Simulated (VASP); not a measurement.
Runs of VASP 6.6.1 on AgF. The cell holds a sheet with vacuum, 2 atoms: a = 3.122 Å, b = 4.143 Å, c = 23.800 Å, α = 90.00°, β = 90.00°, γ = 90.00°. The cell was built by a generator and needn't be a form met in nature.

| level | U | gap on the mesh (eV) |
| --- | --- | --- |
| PBE | - | (b) |
| PBE+U | Ag d U = 5 eV | 1.88 |
| PBE+U | Ag d U = 4 eV | 1.71 |
| PBE+U | Ag d U = 2 eV | (a) |
| PBE+U | Ag d U = 6 eV | 2.05 |

Alike in all rows: task single point; potentials or basis VASP PAW PBE potentials, release 64 (Ag, F); no spin polarisation; cell as given; k mesh 9 × 7 × 1; cutoff (eV) 520; smearing fermi-dirac 0.05 eV.

Task: Estimate the missing entries.

Result: (a) 1.38; (b) 1.10.

A k mesh can miss the band edges, and the runs leave out spin-orbit coupling on Ag.
